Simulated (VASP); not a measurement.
# LiZr4N3 (P1) in VASP: relaxation of cell and atoms with PBE

Aim: the relaxation of cell and atoms of LiZr4N3 with PBE.

Program: VASP 6.6.1. These are calculated values, not measurements. Logs are shortened: lines on timing, memory, paths and dates and some standing lists are left out, and cuts for length are marked.

## (1) Starting point

The typed cell holds 16 atoms: a = 3.102 Å, b = 3.180 Å, c = 26.777 Å, α = 89.09°, β = 91.25°, γ = 119.47°.

The cell was built by a generator and needn't be a form met in nature.

## (2) Relaxation of cell and atoms, PBE

File INCAR:

```
PREC = Normal
ENCUT = 520
EDIFF = 1E-5
ISMEAR = 0
SIGMA = 0.15
LREAL = Auto
LASPH = True
NELM = 80
ALGO = Fast
ISIF = 3
LWAVE = False
LCHARG = False
GGA = PE
IBRION = 2
NSW = 110
EDIFFG = -0.03
ISYM = 0
KPAR = 8
```

File KPOINTS:

```
regular mesh
0
Gamma
  8 8 1
```

File POSCAR:

```
LiZr4N3
1.0
    3.1016537400     -0.0076640600     -0.0346874000
   -1.5574641400      2.7726728100      0.0258609900
   -0.2827907700      0.0801797300     26.7758179300
Li Zr N
2 8 6
Direct
    0.6893887800      0.4100855300      0.7534113200
    0.3415639200      0.5716079500      0.2453321700
    0.0416165300      0.0849786700      0.8546714400
    0.7780572200      0.4275401700      0.9417058600
    0.0219922100      0.9957167100      0.1462111400
    0.3416915000      0.5978680400      0.0452534100
    0.9891687800      0.8850790800      0.6394499100
    0.7707536000      0.4398907700      0.5537695700
    0.0690415300      0.1105211000      0.3534666600
    0.3462626200      0.8073967800      0.4527428000
    0.3127704200      0.7143233500      0.9059991900
    0.6954258100      0.3471371300      0.1087974000
    0.9336093900      0.0036638800      0.9961492000
    0.3651790400      0.6176098900      0.6062613500
    0.6206267300      0.2172846000      0.4083507200
    0.9501770900      0.9898870000      0.4915925500
```

Potentials or basis: VASP PAW PBE potentials, release 64 (Li_sv, Zr_sv, N).

Command:

```
> cat potpaw_PBE.64/Li_sv/POTCAR potpaw_PBE.64/Zr_sv/POTCAR potpaw_PBE.64/N/POTCAR > POTCAR
> mpirun -np 8 vasp_std > vasp.out
```

OUTCAR:

```text
PREC = Normal
   ENCUT = 520
   EDIFF = 1E-5
   ISMEAR = 0
   LREAL = Auto
   LASPH = True
   NELM = 80
   ISIF = 3
   GGA = PE
   IBRION = 2
   NSW = 110
   EDIFFG = -0.03
   ISYM = 0

 ion  position               nearest neighbor table
   1  0.689  0.410  0.753-   3 3.24   3 3.25
   2  0.342  0.572  0.245-   5 3.10   9 3.16
   3  0.042  0.085  0.855-  11 2.20  11 2.23  11 2.42   4 2.89   4 2.95   4 3.04   1 3.24   1 3.25

   4  0.778  0.428  0.942-  11 1.75  13 2.17  13 2.21  11 2.22  11 2.24  13 2.73   3 2.89   3 2.95
                             3 3.04   6 3.15   6 3.28   6 3.59
   5  0.022  0.996  0.146-  12 2.06  12 2.08  12 2.09   2 3.10   6 3.17   6 3.26   6 3.37
   6  0.342  0.598  0.045-  13 2.12  13 2.13  12 2.34  12 2.47  13 2.55  12 2.69   4 3.15   5 3.17
                             5 3.26   4 3.28   5 3.37   4 3.59
   7  0.989  0.885  0.639-  14 1.89  14 1.98  14 2.21   8 2.61   8 3.13   8 3.19
   8  0.771  0.440  0.554-  14 2.14  14 2.16  16 2.27  16 2.46   7 2.61  14 2.67  16 2.76   7 3.13
                            10 3.15   7 3.19  10 3.24  10 3.42
   9  0.069  0.111  0.353-  15 2.13  15 2.19  10 3.06   2 3.16  10 3.31  10 3.33
  10  0.346  0.807  0.453-  15 1.66  16 1.92  16 1.95  15 2.41  16 2.49  15 2.71   9 3.06   8 3.15
                             8 3.24   9 3.31   9 3.33   8 3.42
  11  0.313  0.714  0.906-   4 1.75   3 2.20   4 2.22   3 2.23   4 2.24   3 2.42
  12  0.695  0.347  0.109-   5 2.06   5 2.08   5 2.09   6 2.34   6 2.47   6 2.69
  13  0.934  0.004  0.996-   6 2.12   6 2.13   4 2.17   4 2.21   6 2.55   4 2.73
  14  0.365  0.618  0.606-   7 1.89   7 1.98   8 2.14   8 2.16   7 2.21   8 2.67
  15  0.621  0.217  0.408-  10 1.66   9 2.13   9 2.19  10 2.41  10 2.71
  16  0.950  0.990  0.492-  10 1.92  10 1.95   8 2.27   8 2.46  10 2.49   8 2.76

IMPORTANT INFORMATION: All symmetrisations will be switched off!
NOSYMM: (Re-)initialisation of all symmetry stuff for point group C_1.

----------------------------------------------------------------------------------------

                                     Primitive cell

  volume of cell :     229.9197

  direct lattice vectors                    reciprocal lattice vectors
     3.101653740 -0.007664060 -0.034687400     0.322888815  0.181346173  0.002867128
    -1.557464140  2.772672810  0.025860990     0.000880439  0.361167382 -0.001072211
    -0.282790770  0.080179730 26.775817930     0.000417444 -0.000113898  0.037351882

  length of vectors
     3.101857166  3.180263802 26.777431266     0.370340171  0.361170047  0.037354388

  position of ions in fractional coordinates (direct lattice)
     0.689388780  0.410085530  0.753411320
     0.341563920  0.571607950  0.245332170
     0.041616530  0.084978670  0.854671440
     0.778057220  0.427540170  0.941705860
     0.021992210  0.995716710  0.146211140
     0.341691500  0.597868040  0.045253410
[... 8 lines left out ...]
     0.620626730  0.217284600  0.408350720
     0.950177090  0.989887000  0.491592550

  ion indices of the primitive-cell ions
   primitive index   ion index
                 1           1
[... 186 lines left out ...]
--------------------------------------- Ionic step        2  -------------------------------------------

 number of electron     131.9999982 magnetization

 E-fermi :   5.3635     XC(G=0):  -9.4987

 val. band max:        5.3614895779   @ k =  -0.2500   0.2500   0.0000
 cond. band min:       5.3637865494   @ k =  -0.1250   0.3750   0.0000
 fundamental gap:      0.0022969715
 Fermi energy:         5.3634940233

 k-point     1 :       0.0000    0.0000    0.0000
  band No.  band energies     occupation
      1     -45.0104      2.00000
      2     -44.9076      2.00000
      3     -44.7178      2.00000
      4     -44.6474      2.00000
      5     -44.6411      2.00000
      6     -44.5563      2.00000
[... 1933 lines left out ...]
     77       7.4941      0.00000
     78       8.5577      0.00000

 [... further k-points ...]

 [bands above 78 left out]

------------------------ aborting loop EDIFF was not reached (unconverged)  ----------------------------

  FORCE on cell =-STRESS in cart. coord.  units (eV):
  Direction    XX          YY          ZZ          XY          YZ          ZX
  --------------------------------------------------------------------------------------
  -------------------------------------------------------------------------------------
  Total      -60.3945551    -54.9413898    -63.0135483     -3.0770497      0.1013341      0.4856120
  in kB     -281.2560541   -255.8607888   -293.4526455    -14.3297495      0.4719106      2.2614837
  external PRESSURE =    -276.8564961 kB  Pullay stress =       0.0000000 kB
[... 81 lines left out ...]
  FREE ENERGIE OF THE ION-ELECTRON SYSTEM (eV)
  ---------------------------------------------------
  free  energy   TOTEN  =      -138.6500527885 eV

  energy  without entropy=     -138.5259463684  energy(sigma->0) =     -138.58799958

[... ionic steps 4 to 61 ...]

--------------------------------------- Ionic step       62  -------------------------------------------

 number of electron     132.0000020 magnetization

------------------------ aborting loop because EDIFF is reached ----------------------------------------
[... 95 lines left out ...]
--------------------------------------- Ionic step       64  -------------------------------------------

 number of electron     132.0000018 magnetization

 Free energy of the ion-electron system (eV)
  ---------------------------------------------------
  ext. energy  EPLUGINS =         0.00000000
  ---------------------------------------------------
  free energy    TOTEN  =      -142.07457062 eV

  energy without entropy =     -141.96471962  energy(sigma->0) =     -142.01964512

 E-fermi :   8.7441     XC(G=0): -11.0640

 val. band max:        8.7440222381   @ k =  -0.2500   0.3750   0.0000
 cond. band min:       8.7589894515   @ k =   0.2500   0.3750  -0.0000
 fundamental gap:      0.0149672134
 Fermi energy:         8.7440740634

 k-point     1 :       0.0000    0.0000    0.0000
  band No.  band energies     occupation
      1     -40.8189      2.00000
      2     -40.8144      2.00000
      3     -40.7656      2.00000
      4     -40.7604      2.00000
      5     -40.3389      2.00000
      6     -40.3358      2.00000
[... 1933 lines left out ...]
     77      11.1385      0.00000
     78      11.1776      0.00000

 [... further k-points ...]

 [bands above 78 left out]

------------------------ aborting loop because EDIFF is reached ----------------------------------------

  FORCE on cell =-STRESS in cart. coord.  units (eV):
  Direction    XX          YY          ZZ          XY          YZ          ZX
  --------------------------------------------------------------------------------------
  -------------------------------------------------------------------------------------
  Total       -0.1738567     -0.1843896     -0.1673205      0.0027697     -0.0509866      0.0111030
  in kB       -1.1562665     -1.2263179     -1.1127964      0.0184206     -0.3390962      0.0738423
  external PRESSURE =      -1.1651270 kB  Pullay stress =       0.0000000 kB
[... 31 lines left out ...]
  FREE ENERGIE OF THE ION-ELECTRON SYSTEM (eV)
  ---------------------------------------------------
  free  energy   TOTEN  =      -142.0745706249 eV

  energy  without entropy=     -141.9647196216  energy(sigma->0) =     -142.01964512

 reached required accuracy - stopping structural energy minimisation
```

OSZICAR:

```text
N       E                     dE             d eps       ncg     rms          rms(c)
DAV:   1     0.151466609725E+04    0.15147E+04   -0.69591E+04  5372   0.172E+03
DAV:   2     0.541675678434E+01   -0.15092E+04   -0.14687E+04  6302   0.514E+02
DAV:   3    -0.137467170719E+03   -0.14288E+03   -0.14075E+03  7789   0.137E+02
DAV:   4    -0.152973843909E+03   -0.15507E+02   -0.15404E+02  8880   0.373E+01
[... 640 lines left out ...]
RMM:  71    -0.141749659445E+03    0.22568E-04   -0.11277E-03  5358   0.134E-01    0.791E-02
RMM:  72    -0.141749656923E+03    0.25213E-05   -0.13337E-03  5501   0.133E-01    0.793E-02
RMM:  73    -0.141749632543E+03    0.24380E-04   -0.11096E-03  5149   0.132E-01    0.796E-02
RMM:  74    -0.141749627512E+03    0.50313E-05   -0.13122E-03  5140   0.131E-01    0.801E-02
RMM:  75    -0.1417496004
```

CONTCAR:

```text
LiZr4N3
   1.00000000000000
     3.2430831910640467    0.0009796666314233   -0.0398884788856012
    -1.6196071564434116    2.8101993239234599    0.0486644911587453
    -0.3514461051598070    0.2972876858312212   26.4359062300339573
  Li              Zr              N
     2     8     6
Direct
     0.6666412465135693    0.3568615793827953    0.7506379017872474
     0.3657357509403533    0.6778810086204370    0.2497813027256496
     0.0017004633193663    0.0496738623839933    0.8516050064865972
     0.6782973162054260    0.3624774525016644    0.9483279950345855
     0.0354803108787826    0.9893781751622331    0.1484566269736114
     0.3583110842104991    0.6759646736661340    0.0516936422639666
[... 8 lines left out ...]
     0.6719543447887830    0.3620812125809545    0.3997425692387432
     0.0152418323207392    0.0073761560447058    0.5003913675131787

  0.00000000E+00  0.00000000E+00  0.00000000E+00
  0.00000000E+00  0.00000000E+00  0.00000000E+00
  0.00000000E+00  0.00000000E+00  0.00000000E+00
  0.00000000E+00  0.00000000E+00  0.00000000E+00
  0.00000000E+00  0.00000000E+00  0.00000000E+00
  0.00000000E+00  0.00000000E+00  0.00000000E+00
[... 8 lines left out ...]
  0.00000000E+00  0.00000000E+00  0.00000000E+00
  0.00000000E+00  0.00000000E+00  0.00000000E+00
```

It took 2.2 h on 8 MPI ranks of AMD EPYC 7R13 (Zen 3), shared host; peak memory 0.55 GiB.

These settings aren't checked as converged: the numbers below hold their error.

Results:

```
Free energy                            : -142.0746 eV
Relaxed volume                         : 15.06 Å³/atom
Relaxed cell                           : a = 3.243 Å, b = 3.244 Å, c = 26.440 Å, α = 88.20°, β = 91.47°, γ = 119.94°
Space group after relaxing (to 0.05 Å) : P1 (No. 1)
Energy gained by relaxing              : 714.4 meV/atom
Ionic steps                            : 64
Largest force after relaxing           : 0.023 eV/Å
Band gap on the k mesh                 : none (metal or under the smearing width)
```

Caveat: the cutoff is under 1.25 times the usual one of these potentials, so pressure, stress and relaxed cells hold a basis-set (Pulay) error.
